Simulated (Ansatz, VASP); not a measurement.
InP with different potentials

System: InP (zinc blende type, first atom moved by 0.06 Å along [111]), 2 atoms in the cell.

```yaml
crystal:
  lattice:
    - [0.00000, 2.98000, 2.98000]
    - [2.98000, 0.00000, 2.98000]
    - [2.98000, 2.98000, 0.00000]
  atoms:
    - { symbol: In, position: [0.00581, 0.00581, 0.00581] }
    - { symbol: P, position: [0.25000, 0.25000, 0.25000] }
```
Lattice in Å, positions in fractions of it.

All runs use HSE06; k-mesh 4×4×4 Γ-centred; Fermi–Dirac smearing of 0.05 eV; no spin polarisation; no spin–orbit coupling. Exact exchange at q = 0 is regularized (HFRCUT = 0 in VASP). VASP pressures are printed at a fixed basis; Ansatz's pressures include its basis correction. The all-electron reference is a plane-wave run on PAW datasets generated for this crystal and functional, not LAPW.

| run | pressure (GPa) | Fx on In1 (eV/Å) |
| --- | --- | --- |
| VASP, In_d/P, 332 eV | -2.13 | -0.288 |
| Ansatz PAW hard set, 700 eV | -1.65 | -0.290 |
| Ansatz PAW soft set 1, 420 eV | -1.65 | -0.291 |
| Ansatz hand-made PAW, 710 eV | -1.64 | -0.290 |

What does the all-electron calculation give for these quantities?

Ansatz all-electron PAW datasets made for this crystal, 270 eV: pressure -1.66 GPa, Fx on In1 -0.290 eV/Å. All forces:

```
atom  Fx (eV/Å)  Fy (eV/Å)  Fz (eV/Å)
 In1     -0.290     -0.290     -0.290
  P2      0.290      0.290      0.290
```

The k-mesh is modest, so these values aren't fully converged in k. Potentials made with PBE were used with another functional (at least in: VASP, In_d/P, 332 eV; Ansatz PAW hard set, 700 eV).
